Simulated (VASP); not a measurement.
Here is the system:

```
ZrB
1.0
    0.00000     2.61915     2.61915
    2.61915     0.00000     2.61915
    2.61915     2.61915     0.00000
Zr B
1 1
Direct
  0.00000   0.00000   0.00000
  0.25000   0.25000   0.25000
```

All values below come from PBEsol GGA, VASP's PBE PAW potentials (set 64) (plane waves; VASP). Settings: 520 eV cut-off, Gaussian smearing of 0.050 eV, potentials Zr_sv B.

Problem. Give the energies of bands 5 to 10 at the high-symmetry points, in eV from the Fermi level.

Solution. 
```
band      Γ      X      U      L      W
----  -----  -----  -----  -----  -----
5     -7.28  -4.76  -4.80  -5.46  -4.73
6     -1.32  -2.96  -2.29  -1.68  -1.96
7     -1.32   0.81   0.05  -0.79  -0.49
8     -1.32   1.13   0.48  -0.79   0.42
9      2.90   1.13   1.08   3.63   1.29
10     2.90   4.19   3.29   3.63   3.19
```

It has no gap at this level: it comes out as a metal or semimetal.

The structure was generated: ZrB was put into the zinc blende type (F-43m), which need not be its known phase. It was relaxed first, which changed the volume by -33 %. The electron count is odd and the run is not spin-polarised, which forces a metal.
